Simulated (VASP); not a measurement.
Given:

```xyz
2
Lattice="0.0000 2.1374 2.1374 2.1374 0.0000 2.1374 2.1374 2.1374 0.0000" Properties=species:S:1:pos:R:3 pbc="T T T"
Mg     0.0000     0.0000     0.0000
O      2.1374     2.1374     2.1374
```

These are vdW-DF2, VASP's PBE PAW potentials (set 64) (plane waves; VASP) values and carry that method's errors. Settings: 520 eV cut-off, 10×10×10 Γ-centred mesh, Gaussian smearing of 0.050 eV, potentials Mg O.

### Question
Predict the energy per atom (σ→0), band gap (on the k-mesh) with the smallest direct gap where there is one.

### Answer

| Property | Value |
|---|---|
| band gap (on the k-mesh) | 4.63 eV |
| smallest direct gap (on the k-mesh) | 4.63 eV |
| energy per atom (σ→0) | -4.503 eV/atom |

Total energies compare only between runs with the same potentials, cut-off and functional.

The compound is MgO in the rock salt structure. It was relaxed first. The start is the result of an earlier pass.
